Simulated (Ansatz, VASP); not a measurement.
# TaGaGeSe: VASP beside Ansatz

```
Ta Ga Ge Se
1.0
     3.87657    0.00000    0.00000
     0.00000    3.87657    0.00000
     0.00000    0.00000    5.28603
Ta Ga Ge Se
1 1 1 1
Cartesian
  0.0000 0.0000 2.6430
  1.9383 1.9383 2.6430
  1.9383 1.9383 0.0000
  0.0000 0.0000 0.0000
```

Change from the starting cell: species swapped into the SnTePbSe type (P4/mmm, No. 123).

Alike in both runs: functional PBE; k mesh 4 × 4 × 4; occupations gaussian, width 0.1 eV; no spin polarisation.

Ansatz relaxed the structure, and its values are those at the end. VASP's run is a single point on that final structure, the one shown.

```csv
,VASP,Ansatz
version,VASP 6.6.1,Ansatz 0.2.0
potentials or method,"VASP PAW PBE potentials, release 64 (Ta_pv, Ga_d, Ge_d, Se)","scalar-relativistic, plane waves, PAW"
plane-wave cutoff (eV),520,420
valence electrons in the cell,44,56
```

VASP gave:

- gap on the k mesh at the Fermi level (eV): none
- pressure (GPa): 0.1

Task: Estimate Ansatz's values.

Result: gap on the k mesh at the Fermi level (eV): none; pressure (GPa): 0.0.

A gap of «none» marks a metal or a gap that the smearing closes. The two sets of potentials don't hold the same shells in valence.

Caveats: the k mesh is coarse (spacing up to 0.41 Å⁻¹), so the values aren't converged. The runs have no spin-orbit coupling, so splittings on Ta are missing.
